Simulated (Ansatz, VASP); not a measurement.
## Two plane-wave programs on KAl3

```
K Al
1.0
     4.30701    0.00000    0.00000
     0.00000    4.30701    0.00000
     0.00000    0.00000    4.30701
K Al
1 3
Direct
  0.00000 0.00000 0.00000
  0.00000 0.50000 0.50000
  0.50000 0.00000 0.50000
  0.50000 0.50000 0.00000
```

Alike in both runs: task single point; functional PBE; k mesh 4 × 4 × 4; occupations gaussian, width 0.1 eV; no spin polarisation.

```csv
,VASP,Ansatz
version,VASP 6.6.1,Ansatz 0.2.0
potentials or method,"VASP PAW PBE potentials, release 64 (K_sv, Al)","scalar-relativistic, plane waves, PAW"
plane-wave cutoff (eV),520,420
valence electrons in the cell,18,18
```

```csv
,VASP,Ansatz,Ansatz less VASP
gap on the k mesh at the Fermi level (eV),none,none,-
pressure (GPa),6.6,6.5,-0.13
```

A gap of «none» marks a metal or a gap that the smearing closes.

Caveats: the k mesh is coarse (spacing up to 0.36 Å⁻¹), so the values aren't converged.
